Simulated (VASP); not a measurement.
A cell of Tl (hcp) near equilibrium:

```
CELL_PARAMETERS angstrom
      1.71798    -2.97563     0.00000
      1.71798     2.97563     0.00000
      0.00000     0.00000     5.56232
ATOMIC_POSITIONS crystal
  Tl 0.33333 0.66667 0.25000
  Tl 0.66667 0.33333 0.75000
```

These are PBEsol GGA, VASP's PBE PAW potentials (set 64) (plane waves; VASP) values and carry that method's errors.

```tsv
run	ΔE (meV/atom)	σxx	σyy	σzz	largest shear component, with its sign (GPa)	largest force (eV/Å)
as it is	0.0	0.73	0.73	-0.67	0.00	0.000
after one change	0.2	0.71	0.73	-0.65	0.08	0.013
```
Stress is in GPa, positive when the cell is compressed.

Task: Which change was made?
A) atom 1 (Tl) moved by 0.050 Å along x
B) atom 2 (Tl) moved by 0.200 Å along z
C) atom 1 (Tl) moved by 0.200 Å along y
D) atom 2 (Tl) moved by -0.200 Å along z

Result: A, atom 1 (Tl) moved by 0.050 Å along x

The compound is Tl in the hcp structure.
